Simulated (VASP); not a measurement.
# Converging a slab model of K(111), part 2 of 5

Wanted: the error that each setting leaves in the work function or ionisation potential of K(111).

VASP 6.6.1, plane waves and PAW; the level of theory is named at each step.

So far, highest filled level below the vacuum (eV): step 2 (the base run) 2.11.

### Step 3. Another mesh, mesh points along a 3, k-mesh 3×3×1

Level of this step: PBEsol; plane waves and PAW (K_pv) (VASP).

The mesh decides how well the Fermi level or the band edge is found.

INCAR

```
SYSTEM = K
PREC = Normal
ENCUT = 350
EDIFF = 1E-06
NELM = 120
ISMEAR = 1
SIGMA = 0.1
LREAL = .FALSE.
ALGO = Normal
GGA = PS
NBANDS = 49
LORBIT = 11
LWAVE = .FALSE.
LCHARG = .FALSE.
NCORE = 4
IDIPOL = 3
LDIPOL = .TRUE.
DIPOL = 0.5 0.5 0.5
LVHAR = .TRUE.
LVACPOTAV = .TRUE.
```

POSCAR

```
K
1.0
    7.3963369312      0.0000000000      0.0000000000
    3.6981684656      6.4054156774      0.0000000000
    0.0000000000      0.0000000000     33.0977095393
K
11
Direct
    0.6666666667      0.6666666667      0.2719221398
    0.0000000000      0.0000000000      0.3175377118
    0.3333333333      0.3333333333      0.3631532839
    0.6666666667      0.6666666667      0.4087688559
    0.0000000000      0.0000000000      0.4543844280
    0.3333333333      0.3333333333      0.5000000000
    0.6666666667      0.6666666667      0.5456155720
    0.0000000000      0.0000000000      0.5912311441
    0.3333333333      0.3333333333      0.6368467161
    0.6666666667      0.6666666667      0.6824622882
    0.0000000000      0.0000000000      0.7280778602
```

KPOINTS

```
Automatic mesh
0
Gamma
3 3 1
0 0 0
```

The projector-augmented-wave data sets are K_pv (PBE family, release 64).

Command:

```sh
$ mpirun -np 4 vasp_std
```

Log:

```text
[banner, memory and clock lines left out]
running    4 mpi-ranks, on    1 nodes
 distrk:  each k-point on    4 cores,    1 groups
 distr:  one band on    4 cores,    1 groups

 POSCAR found type information on POSCAR K
 POSCAR found :  1 types and      11 ions
 [... a notice as in an earlier step ...]

 LDA part: xc-table for (Slater+PW92), standard interpolation
 POSCAR, INCAR and KPOINTS ok, starting setup
 FFT: planning ... GRIDC
 FFT: planning ... GRID_SOFT
 FFT: planning ... GRID
 WAVECAR not read
 entering main loop
       N       E                     dE             d eps       ncg     rms          rms(c)
DAV:   1     0.156469744114E+03    0.15647E+03   -0.26378E+04   430   0.801E+02
DAV:   2    -0.585617047643E+01   -0.16233E+03   -0.15702E+03   329   0.162E+02
DAV:   3    -0.116762612108E+02   -0.58201E+01   -0.56037E+01   348   0.259E+01
DAV:   4    -0.119197290300E+02   -0.24347E+00   -0.24224E+00   364   0.462E+00
DAV:   5    -0.119404765133E+02   -0.20747E-01   -0.20728E-01   372   0.945E-01    0.482E+00
DAV:   6    -0.114558315940E+02    0.48464E+00   -0.20556E+00   340   0.425E+00    0.237E+00
DAV:   7    -0.113973701154E+02    0.58461E-01   -0.81279E-01   364   0.155E+00    0.158E+00
DAV:   8    -0.113576917786E+02    0.39678E-01   -0.13401E-01   339   0.736E-01    0.482E-01
DAV:   9    -0.113569634751E+02    0.72830E-03   -0.19335E-02   332   0.453E-01    0.119E-01
DAV:  10    -0.113567413433E+02    0.22213E-03   -0.30250E-03   364   0.139E-01    0.809E-02
DAV:  11    -0.113578111719E+02   -0.10698E-02   -0.19189E-03   308   0.105E-01    0.382E-02
DAV:  12    -0.113588039765E+02   -0.99280E-03   -0.56060E-04   308   0.439E-02    0.252E-02
DAV:  13    -0.113598505948E+02   -0.10466E-02   -0.84673E-04   316   0.436E-02    0.160E-02
DAV:  14    -0.113603285641E+02   -0.47797E-03   -0.17817E-04   300   0.198E-02    0.850E-03
DAV:  15    -0.113604573734E+02   -0.12881E-03   -0.47853E-05   276   0.121E-02    0.500E-03
DAV:  16    -0.113605113760E+02   -0.54003E-04   -0.15746E-05   204   0.801E-03    0.213E-03
DAV:  17    -0.113605344094E+02   -0.23033E-04   -0.10143E-05   204   0.437E-03    0.144E-03
DAV:  18    -0.113605427832E+02   -0.83738E-05   -0.38577E-06   204   0.408E-03    0.775E-04
DAV:  19    -0.113605473611E+02   -0.45780E-05   -0.31996E-07   220   0.117E-03    0.398E-04
DAV:  20    -0.113605546376E+02   -0.72765E-05   -0.68103E-07   211   0.799E-04    0.267E-04
DAV:  21    -0.113605598490E+02   -0.52114E-05   -0.12824E-07   204   0.466E-04    0.167E-04
DAV:  22    -0.113605639536E+02   -0.41046E-05   -0.12725E-07   202   0.472E-04    0.105E-04
DAV:  23    -0.113605645930E+02   -0.63938E-06   -0.13785E-08   204   0.242E-04
 [... a notice as in an earlier step ...]

   1 F= -.11360565E+02 E0= -.11354915E+02  d E =-.169493E-01
```

Run time: 18 s. Hardware: 4 MPI ranks of Intel Xeon 6975P-C (Granite Rapids), shared host; peak memory 0.92 GiB; 69 s of CPU time.

From OUTCAR (step 3):

```text
 Found      3 irreducible k-points:

   k-points           NKPTS =      3   k-points in BZ     NKDIM =      3   number of bands    NBANDS=     49

   NELECT =      77.0000    total number of electrons

 E-fermi :  -1.7384

 k-point     1 :       0.0000    0.0000    0.0000
  band No.  band energies     occupation
    ...
     33     -17.1097      2.00000
     34      -3.7493      2.00000
     35      -3.4290      2.00000
     36      -2.9191      2.00000
     37      -2.2455      2.00000
     38      -1.5548     -0.02622
     39      -0.8877     -0.00000
     40      -0.4111     -0.00000
     41      -0.4111     -0.00000
     42      -0.3727     -0.00000
    ...

 k-point     2 :       0.3333   -0.0000    0.0000
  band No.  band energies     occupation
    ...
     35      -2.9793      2.00000
     36      -2.4913      2.00000
     37      -2.0098      2.00084
     38      -1.8594      2.07085
     39      -1.7167      0.64294
     40      -1.3163     -0.00000
     41      -1.1701     -0.00000
     42      -0.9761     -0.00000
     43      -0.8395     -0.00000
     44      -0.7321     -0.00000
    ...

  Total       -0.5065442     -0.5065442     -0.6769969      0.0000000     -0.0000000      0.0000000
  in kB       -0.5175663     -0.5175663     -0.6917279      0.0000000     -0.0000000      0.0000000
  external PRESSURE =      -0.5756201 kB  Pullay stress =       0.0000000 kB

 POSITION                                       TOTAL-FORCE (eV/Angst)
 -----------------------------------------------------------------------------------
      7.39634      4.27028      9.00000        -0.000000     -0.000000      0.029996
      0.00000      0.00000     10.50977        -0.000000     -0.000000      0.037466
      3.69817      2.13514     12.01954         0.000000      0.000000     -0.012158
      7.39634      4.27028     13.52931         0.000000     -0.000000     -0.009346
      0.00000      0.00000     15.03908         0.000000     -0.000000     -0.026979
      3.69817      2.13514     16.54885        -0.000000     -0.000000      0.000000
      7.39634      4.27028     18.05863        -0.000000     -0.000000      0.026979
      0.00000      0.00000     19.56840        -0.000000      0.000000      0.009346
      3.69817      2.13514     21.07817        -0.000000     -0.000000      0.012158
      7.39634      4.27028     22.58794         0.000000      0.000000     -0.037466
      0.00000      0.00000     24.09771         0.000000      0.000000     -0.029996
 -----------------------------------------------------------------------------------
    total drift:                               -0.000000     -0.000000     -0.000000

  FREE ENERGIE OF THE ION-ELECTRON SYSTEM (eV)
  ---------------------------------------------------
  free  energy   TOTEN  =       -11.3605645930 eV

  energy  without entropy=      -11.3436153255  energy(sigma->0) =      -11.35491484

 vacuum level on the upper side and lower side of the slab         0.547         0.547

 total charge
# of ion       s       p       d       tot
------------------------------------------
    1        0.156   5.974   0.007   6.137
    2        0.158   6.001   0.010   6.169
    3        0.145   6.012   0.011   6.168
    4        0.150   6.019   0.011   6.180
    5        0.153   6.013   0.011   6.177
    6        0.138   6.024   0.011   6.173
    7        0.153   6.013   0.011   6.177
    8        0.150   6.019   0.011   6.180
    9        0.145   6.012   0.011   6.168
   10        0.158   6.001   0.010   6.169
   11        0.156   5.974   0.007   6.137
--------------------------------------------------
tot          1.662  66.064   0.110  67.835

[... 8 parts as in an earlier step ...]

[... 3 further parts left out ...]
```

This step gave:

* free energy (TOTEN): -11.36 eV
* energy at zero smearing: -11.35 eV
* Fermi energy: -1.738 eV
* vacuum levels: 0.547, 0.547 eV
* work functions of the upper and lower face: 2.285, 2.285 eV
* highest filled level below the vacuum: 2.285 eV

Against the base run its depth below the vacuum changes by +0.17 eV and the energy by -1.5 meV an atom.

### Step 4. Another mesh, mesh points along a 3, k-mesh 3×3×1 (run 2)

INCAR is that of step 3.

POSCAR is that of step 3.

KPOINTS is that of step 3.

Command:

```sh
$ mpirun -np 4 vasp_std
```

Log:

```text
[... set-up lines as in an earlier step ...]
 entering main loop
       N       E                     dE             d eps       ncg     rms          rms(c)
[... 23 cycles as in an earlier step ...]
 [... a notice as in an earlier step ...]

   1 F= -.11360565E+02 E0= -.11354915E+02  d E =-.169493E-01
```

It took 18 s on 4 MPI ranks; peak memory 0.92 GiB.

OUTCAR, selected parts (step 4):

```text
[... 6 parts as in an earlier step ...]

[... 1 further part left out ...]
[key lines of the parts left out:]
E-fermi :  -1.7384
```

Against the base run its depth below the vacuum changes by +0.17 eV and the energy by -1.5 meV an atom.

### Step 5. Another mesh, mesh points along a 9, k-mesh 9×9×1

INCAR, as its differences from that of step 4:

```diff
@@ -14,3 +14,3 @@
 LCHARG = .FALSE.
-NCORE = 4
+KPAR = 4
 IDIPOL = 3
```

POSCAR is that of step 4.

KPOINTS

```
Automatic mesh
0
Gamma
9 9 1
0 0 0
```

Command:

```sh
$ mpirun -np 4 vasp_std
```

Log:

```text
[banner, memory and clock lines left out]
running    4 mpi-ranks, on    1 nodes
[...]
[... a notice as in an earlier step ...]

 LDA part: xc-table for (Slater+PW92), standard interpolation
 POSCAR, INCAR and KPOINTS ok, starting setup
[...]
entering main loop
       N       E                     dE             d eps       ncg     rms          rms(c)
DAV:   1     0.156189072722E+03    0.15619E+03   -0.26472E+04  1728   0.803E+02
DAV:   2    -0.601083645070E+01   -0.16220E+03   -0.15624E+03  1316   0.163E+02
DAV:   3    -0.116555244274E+02   -0.56447E+01   -0.53627E+01  1407   0.259E+01
DAV:   4    -0.118735255108E+02   -0.21800E+00   -0.21726E+00  1424   0.452E+00
[...]
DAV:  21    -0.113553218742E+02   -0.21979E-05   -0.33880E-08   839   0.432E-04    0.199E-04
DAV:  22    -0.113553262327E+02   -0.43585E-05   -0.14012E-07   816   0.835E-04    0.118E-04
DAV:  23    -0.113553262800E+02   -0.47349E-07   -0.48622E-09   698   0.188E-04
 [... a notice as in an earlier step ...]

   1 F= -.11355326E+02 E0= -.11354009E+02  d E =-.395272E-02
```

Run time: 99 s. Hardware: 4 MPI ranks; peak memory 2.7 GiB; 6.5 min of CPU time.

From OUTCAR (step 5):

```text
  Total       -0.5776265     -0.5776265     -0.5713213      0.0000000      0.0000000     -0.0000000
  in kB       -0.5901953     -0.5901953     -0.5837529      0.0000000      0.0000000     -0.0000000
  external PRESSURE =      -0.5880478 kB  Pullay stress =       0.0000000 kB

 POSITION                                       TOTAL-FORCE (eV/Angst)
 -----------------------------------------------------------------------------------
      7.39634      4.27028      9.00000        -0.000000      0.000000      0.048147
      0.00000      0.00000     10.50977         0.000000      0.000000      0.030729
      3.69817      2.13514     12.01954         0.000000      0.000000     -0.049512
      7.39634      4.27028     13.52931         0.000000      0.000000     -0.012922
      0.00000      0.00000     15.03908         0.000000      0.000000     -0.006510
      3.69817      2.13514     16.54885         0.000000      0.000000      0.000000
      7.39634      4.27028     18.05863        -0.000000     -0.000000      0.006510
      0.00000      0.00000     19.56840        -0.000000     -0.000000      0.012922
      3.69817      2.13514     21.07817        -0.000000      0.000000      0.049512
      7.39634      4.27028     22.58794        -0.000000     -0.000000     -0.030729
      0.00000      0.00000     24.09771         0.000000     -0.000000     -0.048147
 -----------------------------------------------------------------------------------
    total drift:                               -0.000000     -0.000000     -0.000000

  FREE ENERGIE OF THE ION-ELECTRON SYSTEM (eV)
  ---------------------------------------------------
  free  energy   TOTEN  =       -11.3553262800 eV

  energy  without entropy=      -11.3513735645  energy(sigma->0) =      -11.35400871

[... 1 part as in an earlier step ...]

[... 2 further parts left out ...]
[key lines of the parts left out:]
E-fermi :  -1.6440
```

Against the base run its depth below the vacuum changes by +0.06 eV and the energy by -1.4 meV an atom.

### Step 6. Comparing the runs

Times are for 4 MPI ranks of Intel Xeon 6975P-C (Granite Rapids), shared host. Results by setting:

```csv
no.,mesh points along a,highest filled level below the vacuum (eV),energy at zero smearing (eV),time,memory (GiB)
1,3,2.285,-11.35,18 s,0.92
2,3,2.285,-11.35,18 s,0.92
3,9,2.171,-11.35,99 s,2.7
```

### Step 7. Another vacuum, vacuum width 5

Too little vacuum lets the faces of neighbouring images overlap, and too much only costs plane waves.

INCAR is that of step 5.

POSCAR

```
K
1.0
    7.3963369312      0.0000000000      0.0000000000
    3.6981684656      6.4054156774      0.0000000000
    0.0000000000      0.0000000000     20.0977095393
K
11
Direct
    0.6666666667      0.6666666667      0.1243922844
    0.0000000000      0.0000000000      0.1995138275
    0.3333333333      0.3333333333      0.2746353706
    0.6666666667      0.6666666667      0.3497569137
    0.0000000000      0.0000000000      0.4248784569
    0.3333333333      0.3333333333      0.5000000000
    0.6666666667      0.6666666667      0.5751215431
    0.0000000000      0.0000000000      0.6502430863
    0.3333333333      0.3333333333      0.7253646294
    0.6666666667      0.6666666667      0.8004861725
    0.0000000000      0.0000000000      0.8756077156
```

KPOINTS

```
Automatic mesh
0
Gamma
6 6 1
0 0 0
```

Command:

```sh
$ mpirun -np 4 vasp_std
```

Log:

```text
[... set-up lines as in an earlier step ...]
 entering main loop
       N       E                     dE             d eps       ncg     rms          rms(c)
DAV:   1     0.207730568171E+03    0.20773E+03   -0.26653E+04   934   0.869E+02
DAV:   2    -0.380732279176E+01   -0.21154E+03   -0.20362E+03   749   0.196E+02
DAV:   3    -0.115142804462E+02   -0.77070E+01   -0.72991E+01   803   0.267E+01
DAV:   4    -0.118057231913E+02   -0.29144E+00   -0.28977E+00   820   0.418E+00
DAV:   5    -0.118223148652E+02   -0.16592E-01   -0.16585E-01   844   0.728E-01    0.468E+00
DAV:   6    -0.115502435672E+02    0.27207E+00   -0.18914E+00   817   0.469E+00    0.229E+00
DAV:   7    -0.114474395712E+02    0.10280E+00   -0.56435E-01   842   0.139E+00    0.175E+00
DAV:   8    -0.114259260585E+02    0.21514E-01   -0.10644E-01   795   0.927E-01    0.265E-01
DAV:   9    -0.114263377202E+02   -0.41166E-03   -0.12116E-02   836   0.267E-01    0.131E-01
DAV:  10    -0.114264326303E+02   -0.94910E-04   -0.12236E-03   827   0.158E-01    0.317E-02
DAV:  11    -0.114264021715E+02    0.30459E-04   -0.17753E-04   820   0.454E-02    0.195E-02
DAV:  12    -0.114264086500E+02   -0.64785E-05   -0.82551E-05   802   0.315E-02    0.614E-03
DAV:  13    -0.114264110152E+02   -0.23652E-05   -0.11008E-05   772   0.109E-02    0.314E-03
DAV:  14    -0.114264121356E+02   -0.11204E-05   -0.16275E-06   562   0.473E-03    0.139E-03
DAV:  15    -0.114264124272E+02   -0.29154E-06   -0.44708E-07   514   0.266E-03
 -----------------------------------------------------------------------------
|                                                                             |
|           W    W    AA    RRRRR   N    N  II  N    N   GGGG   !!!           |
|           W    W   A  A   R    R  NN   N  II  NN   N  G    G  !!!           |
|           W    W  A    A  R    R  N N  N  II  N N  N  G       !!!           |
|           W WW W  AAAAAA  RRRRR   N  N N  II  N  N N  G  GGG   !            |
|           WW  WW  A    A  R   R   N   NN  II  N   NN  G    G                |
|           W    W  A    A  R    R  N    N  II  N    N   GGGG   !!!           |
|                                                                             |
|     The minimum charge density times volume of the cell along the axis      |
|     of the dipole correction is larger 1E-1, which could mean that your     |
|     workfunction is not accurate as there is no field free region in        |
|     your cell. Please consider either increasing the size of your cell      |
|     along the dipole correction (vacuum dimension) or perhaps               |
|     increasing the precision of your calculation.                           |
|                                                                             |
 -----------------------------------------------------------------------------

 [... a notice as in an earlier step ...]

   1 F= -.11426412E+02 E0= -.11426255E+02  d E =-.470887E-03
 -----------------------------------------------------------------------------
|                                                                             |
|           W    W    AA    RRRRR   N    N  II  N    N   GGGG   !!!           |
|           W    W   A  A   R    R  NN   N  II  NN   N  G    G  !!!           |
|           W    W  A    A  R    R  N N  N  II  N N  N  G       !!!           |
|           W WW W  AAAAAA  RRRRR   N  N N  II  N  N N  G  GGG   !            |
|           WW  WW  A    A  R   R   N   NN  II  N   NN  G    G                |
|           W    W  A    A  R    R  N    N  II  N    N   GGGG   !!!           |
|                                                                             |
|     The minimum charge density times volume of the cell along the axis      |
|     of the dipole correction is larger 1E-1, which could mean that your     |
|     workfunction is not accurate as there is no field free region in        |
|     your cell. Please consider either increasing the size of your cell      |
|     along the dipole correction (vacuum dimension) or perhaps               |
|     increasing the precision of your calculation.                           |
|                                                                             |
 -----------------------------------------------------------------------------

 [... a notice as in an earlier step ...]
```

The job ended after 26 s (4 MPI ranks; peak memory 1.6 GiB).

OUTCAR, selected parts (step 7):

```text
   ENCUT  =  350.0 eV  25.72 Ry    5.07 a.u.  11.28 11.28 30.66*2*pi/ulx,y,z

   NELECT =      77.0000    total number of electrons

 dipolmoment           0.000000      0.000000      0.000000 electrons x Angstroem

 E-fermi :  -1.3622

 k-point     1 :       0.0000    0.0000    0.0000
  band No.  band energies     occupation
    ...
     34      -3.4669      2.00000
     35      -3.0928      2.00000
     36      -2.6799      2.00000
     37      -1.7554      2.00000
     38      -1.5044      2.06188
     39      -0.1196     -0.00000
     40      -0.1196     -0.00000
     41      -0.0922     -0.00000
     42      -0.0922     -0.00000
     43      -0.0730     -0.00000
    ...

  Total       -0.7312688     -0.7312688     -0.7384854      0.0000000      0.0000000      0.0000000
  in kB       -1.2304871     -1.2304871     -1.2426302      0.0000000      0.0000000      0.0000000
  external PRESSURE =      -1.2345348 kB  Pullay stress =       0.0000000 kB

 POSITION                                       TOTAL-FORCE (eV/Angst)
 -----------------------------------------------------------------------------------
      7.39634      4.27028      2.50000        -0.000000      0.000000     -0.061321
      0.00000      0.00000      4.00977        -0.000000     -0.000000      0.007856
      3.69817      2.13514      5.51954         0.000000      0.000000     -0.037006
      7.39634      4.27028      7.02931        -0.000000     -0.000000     -0.012263
      0.00000      0.00000      8.53908         0.000000     -0.000000     -0.011424
      3.69817      2.13514     10.04885         0.000000      0.000000      0.000000
      7.39634      4.27028     11.55863        -0.000000      0.000000      0.011424
      0.00000      0.00000     13.06840         0.000000      0.000000      0.012263
      3.69817      2.13514     14.57817         0.000000     -0.000000      0.037006
      7.39634      4.27028     16.08794         0.000000     -0.000000     -0.007856
      0.00000      0.00000     17.59771         0.000000     -0.000000      0.061321
 -----------------------------------------------------------------------------------
    total drift:                               -0.000000     -0.000000     -0.000000

  FREE ENERGIE OF THE ION-ELECTRON SYSTEM (eV)
  ---------------------------------------------------
  free  energy   TOTEN  =       -11.4264124272 eV

  energy  without entropy=      -11.4259415397  energy(sigma->0) =      -11.42625546

[... 3 parts as in an earlier step ...]

[... 13 further parts left out ...]
```

This step gave:

```yaml
electronic_cycles: 15
free_energy_toten: -11.43 eV
energy_at_zero_smearing: -11.43 eV
fermi_energy: -1.362 eV
```

Force by atom:

```csv
atom,x (eV/Å),y (eV/Å),z (eV/Å),size
K1,0.0000,0.0000,-0.0613,0.0613
K2,0.0000,0.0000,0.0079,0.0079
K3,0.0000,0.0000,-0.0370,0.0370
K4,0.0000,0.0000,-0.0123,0.0123
K5,0.0000,0.0000,-0.0114,0.0114
K6,0.0000,0.0000,0.0000,0.0000
K7,0.0000,0.0000,0.0114,0.0114
K8,0.0000,0.0000,0.0123,0.0123
K9,0.0000,0.0000,0.0370,0.0370
K10,0.0000,0.0000,-0.0079,0.0079
K11,0.0000,0.0000,0.0613,0.0613
```

The program found no flat vacuum in this gap and printed no vacuum level, so no level below the vacuum can be given.

(Continued in part 3 of 5.)

[Lines on the potential files, build, host, timing and source positions are cut from VASP's logs without a mark.]

[Logs are printed without paths, hosts, clocks, repeated set-up lines and the standing remarks that a program may print on its own settings, such as how far it seeks lower states.]

[Hosts, paths, dates, database ids (printed as entryN), source tags and the programs' standing remarks are cut or masked in the printed files.]

[In band tables of VASP the shares of atoms and orbitals are scaled to a sum of 1 inside the atoms' spheres.]

[Runs that stopped without an error message from VASP are left out.]
